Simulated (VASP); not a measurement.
Calculation: PBEsol GGA, VASP's PBE PAW potentials (set 64) (plane waves; VASP).

The input files of a VASP run:

**KPOINTS**
```
Automatic mesh
0
Gamma
8 8 8
0 0 0
```

POSCAR:
```
LiCl
1
    0.0000000000     2.5308879788     2.5308879788
    2.4549613394     0.0000000000     2.5308879788
    2.4549613394     2.5308879788     0.0000000000
Li Cl
1 1
Direct
  0.0000000000   0.0000000000   0.0000000000
  0.5000000000   0.5000000000   0.5000000000
```

### INCAR
```
SYSTEM = LiCl
PREC = Accurate; ENCUT = 600; LREAL = .FALSE.
LASPH = .TRUE.
EDIFF = 1E-7; NELM = 100; ALGO = Normal
ISMEAR = 0; SIGMA = 0.05
GGA = PS
IBRION = 2; NSW = 30; ISIF = 2
EDIFFG = -0.01
LWAVE = .FALSE.; LCHARG = .FALSE.
```

POTCAR, in this order: Li_sv Cl (PBE.64 set). Program: vasp_std.

The resulting files:

File OSZICAR:
```
       N       E                     dE             d eps       ncg     rms          rms(c)
DAV:   1     0.449693312242E+02    0.44969E+02   -0.46916E+03  1062   0.114E+03
DAV:   2    -0.583418043230E+01   -0.50804E+02   -0.49048E+02  1450   0.172E+02
DAV:   3    -0.764403594786E+01   -0.18099E+01   -0.18083E+01  1337   0.386E+01
DAV:   4    -0.768339162677E+01   -0.39356E-01   -0.39286E-01  1601   0.558E+00
DAV:   5    -0.768379092837E+01   -0.39930E-03   -0.39926E-03  1397   0.496E-01    0.240E+00
DAV:   6    -0.763293102279E+01    0.50860E-01   -0.11198E-01  1303   0.195E+00    0.163E+00
DAV:   7    -0.763063632252E+01    0.22947E-02   -0.39609E-02  1594   0.131E+00    0.760E-01
DAV:   8    -0.763226523878E+01   -0.16289E-02   -0.48786E-03  1305   0.592E-01    0.102E-01
DAV:   9    -0.763226136229E+01    0.38765E-05   -0.16740E-04  1459   0.117E-01    0.316E-02
DAV:  10    -0.763228798967E+01   -0.26627E-04   -0.36991E-05  1164   0.580E-02    0.184E-02
DAV:  11    -0.763228829111E+01   -0.30144E-06   -0.48992E-06  1485   0.189E-02    0.664E-03
DAV:  12    -0.763228827393E+01    0.17179E-07   -0.37457E-07  1200   0.567E-03
   1 F= -.76322883E+01 E0= -.76322883E+01  d E =-.763229E+01
```

File OUTCAR:
```
------------------------ aborting loop because EDIFF is reached ----------------------------------------
  FORCE on cell =-STRESS in cart. coord.  units (eV):
  Direction    XX          YY          ZZ          XY          YZ          ZX
  --------------------------------------------------------------------------------------
  Total        0.4536026      0.1288166      0.1288166     -0.0000000      0.0000000      0.0000000
  in kB       23.1081711      6.5623859      6.5623859     -0.0000000      0.0000000      0.0000000
  external PRESSURE =      12.0776476 kB  Pullay stress =       0.0000000 kB
  volume of cell :       31.45
      direct lattice vectors                 reciprocal lattice vectors
     0.000000000  2.530887979  2.530887979    -0.203669195  0.197559119  0.197559119
     2.454961339  0.000000000  2.530887979     0.203669195 -0.197559119  0.197559119
     2.454961339  2.530887979  0.000000000     0.203669195  0.197559119 -0.197559119
  FREE ENERGIE OF THE ION-ELECTRON SYSTEM (eV)
  ---------------------------------------------------
  free  energy   TOTEN  =        -7.6322882739 eV

  energy  without entropy=       -7.6322882739  energy(sigma->0) =       -7.63228827

 reached required accuracy - stopping structural energy minimisation
```
(Selected blocks of OUTCAR.)

OUTCAR:
```
 val. band max:        1.1161205191   @ k =   0.0000   0.0000   0.0000

 cond. band min:       7.6386505700   @ k =   0.0000   0.0000   0.0000


 Fermi energy:         1.3940259949

 k-point     1 :       0.0000    0.0000    0.0000
  band No.  band energies     occupation
      1     -41.6175      2.00000
      2     -12.5722      2.00000
      3       1.0184      2.00000
      4       1.1161      2.00000
      5       1.1161      2.00000
      6       7.6387      0.00000
      7      12.8644      0.00000
      8      12.8644      0.00000
      9      13.1403      0.00000

 k-point     2 :       0.1250    0.0000    0.0000
  band No.  band energies     occupation
      1     -41.6168      2.00000
      2     -12.4834      2.00000
      3       0.4854      2.00000
      4       1.0195      2.00000
      5       1.0563      2.00000
      6       8.1070      0.00000
      7      12.1733      0.00000
      8      12.7528      0.00000
      9      13.0555      0.00000

 k-point     3 :       0.2500    0.0000    0.0000
  band No.  band energies     occupation
      1     -41.6154      2.00000
      2     -12.2552      2.00000
      3      -0.6960      2.00000
      4       0.9206      2.00000
      5       0.9362      2.00000
      6       8.3735      0.00000
      7      11.5876      0.00000
      8      11.9172      0.00000
      9      12.2475      0.00000

 k-point     4 :       0.3750    0.0000    0.0000
  band No.  band energies     occupation
      1     -41.6139      2.00000
      2     -12.0035      2.00000
      3      -1.7002      2.00000
      4       0.7955      2.00000
      5       0.8625      2.00000
      6       7.9355      0.00000
      7      10.6800      0.00000
      8      10.9778      0.00000
      9      13.6987      0.00000

 k-point     5 :       0.5000    0.0000    0.0000
  band No.  band energies     occupation
      1     -41.6132      2.00000
      2     -11.8910      2.00000
      3      -2.0875      2.00000
...
```

The compound is LiCl in the rock salt structure. This cell was strained or had an atom moved on purpose.
